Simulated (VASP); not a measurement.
# WSe2: input slips in a phonon run and what they do

Aim: see how common mistakes in a phonon run show up, on WSe2. The starting structure is a measured crystal structure from the Crystallography Open Database.

Method: Kohn-Sham DFT with plane waves and PAW; LDA, in VASP 6.6.1.

**1. Set-up**

The structure is hexagonal, space group P6_3/mmc (No. 194). The conventional cell has a = 3.282 Å, b = 3.282 Å, c = 12.960 Å, α = 90.00°, β = 90.00°, γ = 120.00°. Nearest to W lie 6 Se at 2.53 Å. Nearest to Se lie 3 W at 2.53 Å. Farther neighbours and most contacts between anions are not listed.

As a file:

```cif
data_structure
_symmetry_space_group_name_H-M 'P 1'
_symmetry_Int_Tables_number 1
_cell_length_a 3.2820
_cell_length_b 3.2820
_cell_length_c 12.9600
_cell_angle_alpha 90.000
_cell_angle_beta 90.000
_cell_angle_gamma 120.000
_cell_volume 120.90
loop_
_atom_site_label
_atom_site_type_symbol
_atom_site_fract_x
_atom_site_fract_y
_atom_site_fract_z
_atom_site_occupancy
W1 W 0.66667 0.33333 0.75000 1
W2 W 0.33333 0.66667 0.25000 1
Se3 Se 0.66667 0.33333 0.37890 1
Se4 Se 0.33333 0.66667 0.87890 1
Se5 Se 0.66667 0.33333 0.12110 1
Se6 Se 0.33333 0.66667 0.62110 1
```

**2. Reference modes**

The cell comes from a relaxation at this level, not shown (117.23 Å³).

The input, INCAR:

```
SYSTEM = WSe2
PREC = Accurate
ENCUT = 450
EDIFF = 1E-08
NELM = 100
ISMEAR = 0
SIGMA = 0.03
LREAL = .FALSE.
ALGO = Normal
GGA = CA
NBANDS = 24
LASPH = .TRUE.
LORBIT = 11
LWAVE = .FALSE.
LCHARG = .FALSE.
KPAR = 8
IBRION = 6
NFREE = 2
POTIM = 0.015
NSW = 1
ISIF = 2
```

The input, POSCAR:

```
WSe2
1.0
    3.2493452226      0.0000000000      0.0000000000
   -1.6246726113      2.8140155084      0.0000000000
    0.0000000000      0.0000000000     12.8205758161
W Se
2 4
Direct
    0.6666666667      0.3333333333      0.7500000000
    0.3333333333      0.6666666667      0.2500000000
    0.6666666667      0.3333333333      0.3801040014
    0.3333333333      0.6666666667      0.8801040014
    0.6666666667      0.3333333333      0.1198959986
    0.3333333333      0.6666666667      0.6198959986
```

The input, KPOINTS:

```
Automatic mesh
0
Gamma
9 9 2
0 0 0
```

Potentials, in the order of the species: W and Se (LDA family, release 64).

On the command line:

```console
mpirun -np 8 vasp_std
```

The log of the run:

```text
[banner, memory and clock lines left out]
running    8 mpi-ranks, on    1 nodes
 distrk:  each k-point on    1 cores,    8 groups
 distr:  one band on    1 cores,    1 groups

 POSCAR found type information on POSCAR W Se
 POSCAR found :  2 types and       6 ions
|                                                                             |
|           W    W    AA    RRRRR   N    N  II  N    N   GGGG   !!!           |
|           W    W   A  A   R    R  NN   N  II  NN   N  G    G  !!!           |
|           W    W  A    A  R    R  N N  N  II  N N  N  G       !!!           |
|           W WW W  AAAAAA  RRRRR   N  N N  II  N  N N  G  GGG   !            |
|           WW  WW  A    A  R   R   N   NN  II  N   NN  G    G                |
|           W    W  A    A  R    R  N    N  II  N    N   GGGG   !!!           |
|                                                                             |
|     For optimal performance we recommend to set                             |
|       NCORE = 2 up to number-of-cores-per-socket                            |
|     NCORE specifies how many cores store one orbital (NPAR=cpu/NCORE).      |
|     This setting can greatly improve the performance of VASP for DFT.       |
|     The default, NCORE=1 might be grossly inefficient on modern             |
|     multi-core architectures or massively parallel machines. Do your        |
|     Unfortunately you need to use the default for GW and RPA                |
|     calculations (for HF NCORE is supported but not extensively tested      |
|     yet).                                                                   |
|                                                                             |

 LDA part: xc-table for (Slater(with rela. corr.)+CA(PZ))
 , standard interpolation
 POSCAR, INCAR and KPOINTS ok, starting setup
 FFT: planning ... GRIDC
 FFT: planning ... GRID_SOFT
 FFT: planning ... GRID
 WAVECAR not read
 entering main loop
       N       E                     dE             d eps       ncg     rms          rms(c)
DAV:   1     0.163151572974E+03    0.16315E+03   -0.14668E+04  1152   0.117E+03
DAV:   2    -0.380372192063E+02   -0.20119E+03   -0.19399E+03  1584   0.236E+02
DAV:   3    -0.504286370918E+02   -0.12391E+02   -0.12296E+02  1504   0.614E+01
DAV:   4    -0.506522735393E+02   -0.22364E+00   -0.22303E+00  1496   0.831E+00
DAV:   5    -0.506576216052E+02   -0.53481E-02   -0.53448E-02  1560   0.109E+00    0.328E+01
DAV:   6    -0.491049450514E+02    0.15527E+01   -0.68903E+00  1632   0.122E+01    0.133E+01
DAV:   7    -0.488554860812E+02    0.24946E+00   -0.39879E+00  1504   0.981E+00    0.728E+00
DAV:   8    -0.486621293751E+02    0.19336E+00   -0.61462E-01  1544   0.445E+00    0.939E-01
DAV:   9    -0.486609076063E+02    0.12218E-02   -0.63599E-02  1560   0.130E+00    0.270E-01
DAV:  10    -0.486596943627E+02    0.12132E-02   -0.66475E-03  1576   0.440E-01    0.185E-01
DAV:  11    -0.486596859270E+02    0.84356E-05   -0.98342E-04  1520   0.167E-01    0.626E-02
DAV:  12    -0.486595956359E+02    0.90291E-04   -0.34777E-04  1592   0.102E-01    0.240E-02
DAV:  13    -0.486595969889E+02   -0.13530E-05   -0.21962E-05  1464   0.259E-02    0.783E-03
DAV:  14    -0.486595968871E+02    0.10185E-06   -0.55000E-06  1608   0.108E-02    0.775E-03
DAV:  15    -0.486595965841E+02    0.30297E-06   -0.13493E-06  1648   0.633E-03    0.617E-04
DAV:  16    -0.486595965881E+02   -0.40395E-08   -0.49640E-08  1424   0.124E-03
   1 F= -.48659597E+02 E0= -.48659597E+02  d E =-.338651E-18
[... from here on, the cycles between the ionic steps are left out ...]
   2 F= -.48657407E+02 E0= -.48657407E+02  d E =-.120840E-18
   3 F= -.48657407E+02 E0= -.48657407E+02  d E =-.120247E-18
   4 F= -.48656224E+02 E0= -.48656224E+02  d E =-.968769E-18
   5 F= -.48656224E+02 E0= -.48656224E+02  d E =-.967583E-18
   6 F= -.48658542E+02 E0= -.48658542E+02  d E =-.242232E-18
   7 F= -.48658542E+02 E0= -.48658542E+02  d E =-.242253E-18
   8 F= -.48657737E+02 E0= -.48657737E+02  d E =-.570065E-17
 Finite differences progress:
  Degree of freedom:   4/  4
  Displacement:        1/  2
  Total:               7/  8
 bond charge predicted
       N       E                     dE             d eps       ncg     rms          rms(c)
DAV:   1    -0.486557562036E+02    0.19806E-02   -0.80683E-01  1168   0.398E+00    0.432E-01
DAV:   2    -0.486577601040E+02   -0.20039E-02   -0.26824E-02  1520   0.882E-01    0.357E-01
DAV:   3    -0.486577113387E+02    0.48765E-04   -0.32003E-04  1320   0.104E-01    0.257E-01
DAV:   4    -0.486576543658E+02    0.56973E-04   -0.19964E-04  1520   0.717E-02    0.179E-02
DAV:   5    -0.486576507685E+02    0.35972E-05   -0.26048E-05  1480   0.341E-02    0.128E-02
DAV:   6    -0.486576500451E+02    0.72340E-06   -0.48546E-06  1520   0.132E-02    0.707E-03
DAV:   7    -0.486576495817E+02    0.46347E-06   -0.20802E-06  1408   0.763E-03    0.331E-03
DAV:   8    -0.486576495724E+02    0.92905E-08   -0.41903E-07  1536   0.346E-03    0.105E-03
DAV:   9    -0.486576495730E+02   -0.63164E-09   -0.51003E-08  1360   0.118E-03
   9 F= -.48657650E+02 E0= -.48657650E+02  d E =-.599909E-19
 Finite differences progress:
  Degree of freedom:   4/  4
  Displacement:        2/  2
  Total:               8/  8
```

Run time: 86 s. Hardware: 8 MPI ranks of Intel Xeon Platinum 8488C (Sapphire Rapids), shared host; peak memory 3.4 GiB; 11 min of CPU time.

Lines that name or quote the potential files are left out of all logs, and their timing lines are given in words.

From OUTCAR (step 2):

```text
ion  position               nearest neighbor table
   1  0.667  0.333  0.750-   4 2.51   6 2.51   4 2.51   6 2.51   4 2.51   6 2.51
   2  0.333  0.667  0.250-   3 2.51   5 2.51   3 2.51   5 2.51   3 2.51   5 2.51
   3  0.667  0.333  0.380-   2 2.51   2 2.51   2 2.51
   4  0.333  0.667  0.880-   1 2.51   1 2.51   1 2.51
   5  0.667  0.333  0.120-   2 2.51   2 2.51   2 2.51
   6  0.333  0.667  0.620-   1 2.51   1 2.51   1 2.51

  LATTYP: Found a hexagonal cell.
 ALAT       =     3.2493452226
 C/A-ratio  =     3.9455874762

 Subroutine GETGRP returns: Found 24 space group operations
 (whereof 12 operations were pure point group operations)

The static configuration has the point symmetry D_3d.
 The point group associated with its full space group is D_6h.

 Found     24 irreducible k-points:

   k-points           NKPTS =     24   k-points in BZ     NKDIM =     24   number of bands    NBANDS=     24

   dimension x,y,z NGX =    24 NGY =   24 NGZ =   90
   dimension x,y,z NGXF=    48 NGYF=   48 NGZF=  180

   ENCUT  =  450.0 eV  33.07 Ry    5.75 a.u.   5.62  5.62 22.18*2*pi/ulx,y,z

   NELECT =      36.0000    total number of electrons

 k-points in reciprocal lattice and weights: Automatic mesh
   0.00000000  0.00000000  0.00000000       0.006
   0.11111111 -0.00000000  0.00000000       0.037
   0.22222222  0.00000000  0.00000000       0.037
   0.33333333  0.00000000  0.00000000       0.037
   0.44444444  0.00000000  0.00000000       0.037
   0.11111111  0.11111111  0.00000000       0.037
   0.22222222  0.11111111  0.00000000       0.074
   0.33333333  0.11111111  0.00000000       0.074
   0.44444444  0.11111111  0.00000000       0.037
[...]
0.33333333  0.22222222  0.50000000       0.074
   0.33333333  0.33333333  0.50000000       0.012

 average (electrostatic) potential at core
       1 -40.5310       2 -40.5291       3 -58.9193       4 -58.9099       5 -58.9184
       6 -58.9077

 E-fermi :   5.8878

 k-point     1 :       0.0000    0.0000    0.0000
  band No.  band energies     occupation
    ...
     14       4.2098      2.00000
     15       4.2098      2.00000
     16       4.4358      2.00000
     17       4.7150      2.00000
     18       5.7101      2.00000
     19       8.4477      0.00000
     20       8.4477      0.00000
     21       8.5054      0.00000
     22       8.5054      0.00000
     23       8.5621      0.00000
    ...

 k-point     2 :       0.1111   -0.0000    0.0000
  band No.  band energies     occupation
    ...
     14       3.9007      2.00000
     15       4.0817      2.00000
     16       4.4884      2.00000
     17       4.9254      2.00000
     18       5.3899      2.00000
     19       7.9186      0.00000
     20       8.1067      0.00000
     21       8.2250      0.00000
     22       8.2614      0.00000
     23       8.2836      0.00000
    ...

 k-point     3 :       0.2222    0.0000    0.0000
  band No.  band energies     occupation
    ...
     14       3.6276      2.00000
     15       3.7157      2.00000
     16       4.3789      2.00000
     17       4.4100      2.00000
     18       4.5737      2.00000
     19       7.0403      0.00000
     20       7.8254      0.00000
     21       7.9568      0.00000
     22       8.0097      0.00000
     23       8.1256      0.00000
    ...

  Total        0.1853892      0.1853892      0.4548267      0.0000000      0.0000000      0.0000000
  in kB        2.5337577      2.5337577      6.2162238      0.0000000      0.0000000      0.0000000
  external PRESSURE =       3.7612464 kB  Pullay stress =       0.0000000 kB

  energy-cutoff  :      450.00
  volume of cell :      117.23
      direct lattice vectors                 reciprocal lattice vectors
     3.249345223  0.000000000  0.000000000     0.307754311  0.177682034  0.000000000
    -1.624672611  2.814015508  0.000000000     0.000000000  0.355364069  0.000000000
     0.000000000  0.000000000 12.820575816     0.000000000  0.000000000  0.077999617

 POSITION                                       TOTAL-FORCE (eV/Angst)
 -----------------------------------------------------------------------------------
      1.62467      0.93801      9.61543        -0.000000      0.000000     -0.000025
     -0.00000      1.87601      3.20514        -0.000000      0.000000     -0.226805
      1.62467      0.93801      4.85815        -0.000000     -0.000000      0.259576
     -0.00000      1.87601     11.28344         0.000000      0.000000      0.000638
      1.62467      0.93801      1.53714         0.000000      0.000000     -0.028206
     -0.00000      1.87601      7.94742         0.000000      0.000000     -0.005178
 -----------------------------------------------------------------------------------
    total drift:                                0.000000      0.000000      0.000172

  FREE ENERGIE OF THE ION-ELECTRON SYSTEM (eV)
  ---------------------------------------------------
  free  energy   TOTEN  =       -48.6576495730 eV

  energy  without entropy=      -48.6576495730  energy(sigma->0) =      -48.65764957

 Eigenvectors and eigenvalues of the dynamical matrix
 ----------------------------------------------------

   1 f  =    9.315290 THz    58.529696 2PiTHz  310.724642 cm-1    38.524928 meV
             X         Y         Z           dx          dy          dz
      1.624673  0.938005  9.615432    -0.000000    0.000000   -0.477268
     -0.000000  1.876010  3.205144     0.000000   -0.000000    0.477268
      1.624673  0.938005  4.873152    -0.000000    0.000000   -0.368928
     -0.000000  1.876010 11.283440     0.000000   -0.000000    0.368928
      1.624673  0.938005  1.537136    -0.000000    0.000000   -0.368928
     -0.000000  1.876010  7.947424     0.000000   -0.000000    0.368928

   2 f  =    9.241435 THz    58.065651 2PiTHz  308.261106 cm-1    38.219489 meV
             X         Y         Z           dx          dy          dz
      1.624673  0.938005  9.615432     0.000000   -0.000000    0.480607
     -0.000000  1.876010  3.205144     0.000000   -0.000000    0.480607
      1.624673  0.938005  4.873152    -0.000000    0.000000   -0.366754
     -0.000000  1.876010 11.283440    -0.000000    0.000000   -0.366754
      1.624673  0.938005  1.537136    -0.000000    0.000000   -0.366754
     -0.000000  1.876010  7.947424    -0.000000    0.000000   -0.366754

   3 f  =    7.644979 THz    48.034821 2PiTHz  255.009059 cm-1    31.617079 meV
             X         Y         Z           dx          dy          dz
      1.624673  0.938005  9.615432    -0.000000    0.000000   -0.000000
     -0.000000  1.876010  3.205144    -0.000000   -0.000000   -0.000000
      1.624673  0.938005  4.873152     0.000000    0.000000    0.500000
     -0.000000  1.876010 11.283440     0.000000   -0.000000    0.500000
      1.624673  0.938005  1.537136     0.000000    0.000000   -0.500000
     -0.000000  1.876010  7.947424     0.000000   -0.000000   -0.500000

   4 f  =    7.562482 THz    47.516473 2PiTHz  252.257232 cm-1    31.275897 meV
             X         Y         Z           dx          dy          dz
      1.624673  0.938005  9.615432    -0.000000    0.000000    0.000000
     -0.000000  1.876010  3.205144     0.000000    0.000000    0.000000
      1.624673  0.938005  4.873152    -0.000000   -0.000000   -0.500000
     -0.000000  1.876010 11.283440     0.000000   -0.000000    0.500000
      1.624673  0.938005  1.537136    -0.000000   -0.000000    0.500000
     -0.000000  1.876010  7.947424     0.000000   -0.000000   -0.500000

   5 f  =    7.469019 THz    46.929232 2PiTHz  249.139666 cm-1    30.889368 meV
             X         Y         Z           dx          dy          dz
      1.624673  0.938005  9.615432     0.480672   -0.000000    0.000000
     -0.000000  1.876010  3.205144     0.480672   -0.000000   -0.000000
      1.624673  0.938005  4.873152    -0.366712    0.000000    0.000000
     -0.000000  1.876010 11.283440    -0.366712    0.000000   -0.000000
      1.624673  0.938005  1.537136    -0.366712    0.000000   -0.000000
     -0.000000  1.876010  7.947424    -0.366712    0.000000    0.000000

   6 f  =    7.469019 THz    46.929232 2PiTHz  249.139666 cm-1    30.889368 meV
             X         Y         Z           dx          dy          dz
      1.624673  0.938005  9.615432    -0.000000   -0.480672   -0.000000
     -0.000000  1.876010  3.205144    -0.000000   -0.480672    0.000000
      1.624673  0.938005  4.873152     0.000000    0.366712   -0.000000
     -0.000000  1.876010 11.283440     0.000000    0.366712    0.000000
      1.624673  0.938005  1.537136     0.000000    0.366712    0.000000
     -0.000000  1.876010  7.947424     0.000000    0.366712   -0.000000

   7 f  =    7.462680 THz    46.889400 2PiTHz  248.928204 cm-1    30.863150 meV
             X         Y         Z           dx          dy          dz
      1.624673  0.938005  9.615432     0.479924   -0.000001   -0.000000
     -0.000000  1.876010  3.205144    -0.479924    0.000001    0.000000
      1.624673  0.938005  4.873152     0.367201   -0.000001   -0.000000
     -0.000000  1.876010 11.283440    -0.367201    0.000001    0.000000
      1.624673  0.938005  1.537136     0.367201   -0.000001    0.000000
     -0.000000  1.876010  7.947424    -0.367201    0.000001   -0.000000

   8 f  =    7.462680 THz    46.889400 2PiTHz  248.928204 cm-1    30.863150 meV
             X         Y         Z           dx          dy          dz
      1.624673  0.938005  9.615432    -0.000001   -0.479924   -0.000000
     -0.000000  1.876010  3.205144     0.000001    0.479924   -0.000000
      1.624673  0.938005  4.873152    -0.000001   -0.367201    0.000000
     -0.000000  1.876010 11.283440     0.000001    0.367201    0.000000
      1.624673  0.938005  1.537136    -0.000001   -0.367201   -0.000000
     -0.000000  1.876010  7.947424     0.000001    0.367201   -0.000000

   9 f  =    5.304150 THz    33.326956 2PiTHz  176.927391 cm-1    21.936191 meV
             X         Y         Z           dx          dy          dz
      1.624673  0.938005  9.615432     0.000000   -0.000000   -0.000000
     -0.000000  1.876010  3.205144     0.000000   -0.000000   -0.000000
      1.624673  0.938005  4.873152     0.500000    0.000006    0.000000
     -0.000000  1.876010 11.283440     0.500000    0.000006   -0.000000
      1.624673  0.938005  1.537136    -0.500000   -0.000006   -0.000000
     -0.000000  1.876010  7.947424    -0.500000   -0.000006   -0.000000

  10 f  =    5.304150 THz    33.326956 2PiTHz  176.927391 cm-1    21.936191 meV
             X         Y         Z           dx          dy          dz
      1.624673  0.938005  9.615432     0.000000    0.000000    0.000000
     -0.000000  1.876010  3.205144     0.000000    0.000000    0.000000
      1.624673  0.938005  4.873152     0.000006   -0.500000    0.000000
     -0.000000  1.876010 11.283440     0.000006   -0.500000    0.000000
      1.624673  0.938005  1.537136    -0.000006    0.500000    0.000000
     -0.000000  1.876010  7.947424    -0.000006    0.500000    0.000000

  11 f  =    5.254578 THz    33.015487 2PiTHz  175.273852 cm-1    21.731178 meV
             X         Y         Z           dx          dy          dz
      1.624673  0.938005  9.615432     0.000000   -0.000000   -0.000000
     -0.000000  1.876010  3.205144    -0.000000   -0.000000    0.000000
      1.624673  0.938005  4.873152    -0.500000   -0.000002   -0.000000
     -0.000000  1.876010 11.283440     0.500000    0.000002   -0.000000
      1.624673  0.938005  1.537136     0.500000    0.000002    0.000000
     -0.000000  1.876010  7.947424    -0.500000   -0.000002   -0.000000

  12 f  =    5.254578 THz    33.015487 2PiTHz  175.273852 cm-1    21.731178 meV
             X         Y         Z           dx          dy          dz
      1.624673  0.938005  9.615432    -0.000000   -0.000000   -0.000000
     -0.000000  1.876010  3.205144     0.000000    0.000000    0.000000
      1.624673  0.938005  4.873152     0.000002   -0.500000    0.000000
     -0.000000  1.876010 11.283440    -0.000002    0.500000   -0.000000
      1.624673  0.938005  1.537136    -0.000002    0.500000    0.000000
     -0.000000  1.876010  7.947424     0.000002   -0.500000   -0.000000

  13 f  =    1.150230 THz     7.227106 2PiTHz   38.367533 cm-1     4.756966 meV
             X         Y         Z           dx          dy          dz
      1.624673  0.938005  9.615432     0.000000    0.000000    0.521743
     -0.000000  1.876010  3.205144    -0.000000   -0.000000   -0.521743
      1.624673  0.938005  4.873152    -0.000000   -0.000000   -0.337479
     -0.000000  1.876010 11.283440     0.000000    0.000000    0.337479
      1.624673  0.938005  1.537136    -0.000000   -0.000000   -0.337479
     -0.000000  1.876010  7.947424     0.000000    0.000000    0.337479
    [... 42 further lines ...]
     -0.000000  1.876010 11.283440     0.000000    0.000000   -0.339841
      1.624673  0.938005  1.537136     0.000000    0.000000   -0.339841
     -0.000000  1.876010  7.947424     0.000000    0.000000   -0.339841

 ELASTIC MODULI CONTR FROM IONIC RELAXATION (kBar)
 Direction    XX          YY          ZZ          XY          YZ          ZX
 --------------------------------------------------------------------------------
 XX        -473.2246   -302.1460   -985.2411      0.0000      0.0000      0.0000
 YY        -302.1460   -473.2246   -985.2411      0.0000     -0.0000     -0.0000
 ZZ        -985.2411   -985.2411  -2503.8352      0.0000      0.0000     -0.0000
 XY           0.0000      0.0000      0.0000    -85.5393     -0.0000      0.0000
 YZ          -0.0000     -0.0000      0.0000     -0.0000  -1234.2392     -0.0000
 ZX           0.0000     -0.0000     -0.0000     -0.0000     -0.0000  -1234.2391
 --------------------------------------------------------------------------------

 total charge
# of ion       s       p       d       tot
------------------------------------------
    1        0.549   0.644   4.277   5.470
    2        0.549   0.644   4.277   5.470
    3        1.480   2.364   0.076   3.919
    4        1.480   2.364   0.076   3.919
    5        1.480   2.364   0.076   3.919
    6        1.480   2.364   0.076   3.919
--------------------------------------------------
tot          7.017  10.742   8.857  26.616

[... 3 further parts left out ...]
```

The last energy, forces, stress and levels in OUTCAR belong to the last displaced cell, not to the cell of POSCAR. The data set W keeps the semicore shell frozen, which is cheaper and a little less accurate.

Reference: the zone-centre modes are B1g (2) 310.7, A2u 308.3, A1g 255.0, B2u 252.3, E1g 176.9, E2u 175.3, B1g (1) 38.4, E2g 24.8 cm⁻¹ (levels within 1 cm⁻¹ of another are left out).

[end of part 1 of 2]

[Lines on the potential files, build, host, timing and source positions are cut from VASP's logs without a mark.]

[Logs are printed without paths, hosts, clocks, repeated set-up lines and the standing remarks that a program may print on its own settings, such as how far it seeks lower states.]

[Hosts, paths, dates, database ids (printed as entryN), source tags and the programs' standing remarks are cut or masked in the printed files.]
